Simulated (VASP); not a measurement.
```
CELL_PARAMETERS angstrom
      1.88500    -3.26492     0.00000
      1.88500     3.26492     0.00000
      0.00000     0.00000     6.14000
ATOMIC_POSITIONS crystal
  Zr 0.00000 0.00000 0.00000
  Se 0.33333 0.66667 0.25500
  Se 0.66667 0.33333 0.74500
```

The base run (VASP): PBE GGA, plane waves, VASP's PBE PAW potentials (set 64). Numerical set-up: 400 eV cut-off, 7×7×4 Γ-centred mesh, Gaussian smearing of 0.050 eV, potentials Zr_sv Se.

One setting is varied; ΔE counts from the base run. The base run took about 10 core-seconds. Times come from single runs on busy shared machines, so they are rough: good to a factor of about 2.

Pressures at a finite cut-off, here 400 eV, hold a Pulay part, which wasn't tested here.

```
setting         cost over the base run  electronic steps  ΔE (meV/atom)  pressure (GPa)
--------------  ----------------------  ----------------  -------------  --------------
base run                     reference                14            0.0            2.56
ISYM = 1          within a factor of 2                14            0.0            2.56
SYMPREC = 1E-3    within a factor of 2                14            0.0            2.56
ISYM = 0                 about 3 times                14            0.0            2.56
ISYM = -1                   (withheld)                14            0.0            2.56
```

### Question
Complete the blanks.

### Answer

- ISYM = -1, cost over the base run: about 5 times

Left out are runs that failed, have no time on record or changed the cell.

The compound is ZrSe2 in the 1T layered structure. The cell was not relaxed at this level.
